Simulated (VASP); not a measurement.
SnSe2:

```
Sn Se
1.0
     3.84084    0.00000    0.00000
    -1.92042    3.32627    0.00000
     0.00000    0.00000    6.00733
Sn Se
1 2
Direct
  0.00000 0.00000 0.00000
  0.33333 0.66667 0.26551
  0.66667 0.33333 0.73449
```

Base run:

| Item | Value |
| --- | --- |
| Program | VASP 6.6.1 |
| Functional | TB-mBJ |
| Potentials or basis | VASP PAW PBE potentials, release 64 (Sn_d, Se) |
| Cutoff | 520 eV |
| k mesh | 9 × 9 × 5 |
| Occupations | gaussian, width 0.03 eV |
| Spin | no spin polarisation |

Its results: band gap on the k mesh 0.98 eV, indirect (least direct gap 1.47 eV).

**Question.** After a change of settings the same cell gave: band gap on the k mesh 0.70 eV, indirect (least direct gap 1.21 eV). Which change was it?
A. functional from TB-mBJ to PBE; dispersion from none to D3(BJ)
B. functional from TB-mBJ to LDA; potentials or basis from VASP PAW PBE potentials, release 64 (Sn_d, Se) to VASP PAW LDA potentials, release 64 (Sn_d, Se)
C. functional from TB-mBJ to r2SCAN

**Answer.** C.

Caveats: spin-orbit coupling is left out, which moves the levels of the heavy elements.
